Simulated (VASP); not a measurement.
Input:

```
BaZrO3
1.0
    4.26130     0.00000     0.00000
    0.00000     4.26130     0.00000
    0.00000     0.00000     4.26130
Ba Zr O
1 1 3
Cartesian
  0.00000   0.00000   0.00000
  2.13065   2.13065   2.13065
  2.13065   0.00000   2.13065
  0.00000   2.13065   2.13065
  2.13065   2.13065   0.00000
```

These are revPBE GGA, VASP's PBE PAW potentials (set 64) (plane waves; VASP) values and carry that method's errors. Settings: 520 eV cut-off, Gaussian smearing of 0.050 eV, potentials Ba_sv Zr_sv O.

Unless said otherwise, spin-orbit coupling is left out, though it shifts the bands of the heavy elements here.

Q: Give the energies of bands 12 to 23 at the high-symmetry points, in eV from the valence-band maximum.

A: 
```csv
band,Γ,X,M,R
12,-1.51,-3.54,-3.60,-3.59
13,-1.51,-1.84,-3.57,-3.59
14,-1.51,-1.84,-3.54,-3.44
15,-0.91,-1.71,-2.23,-2.50
16,-0.91,-1.65,-2.23,-2.50
17,-0.91,-1.65,-0.93,-2.50
18,-0.27,-1.53,-0.93,0.00
19,-0.27,-0.51,-0.90,0.00
20,-0.27,-0.51,-0.07,0.00
21,3.11,3.50,5.38,5.83
22,3.11,5.40,5.38,5.83
23,3.11,5.40,6.18,5.83
```

The gap is indirect, 3.11 eV, from the valence maximum at R to the conduction minimum at Γ.

The compound is BaZrO3 in the cubic perovskite structure. It was relaxed first, which changed the volume by +5 %.
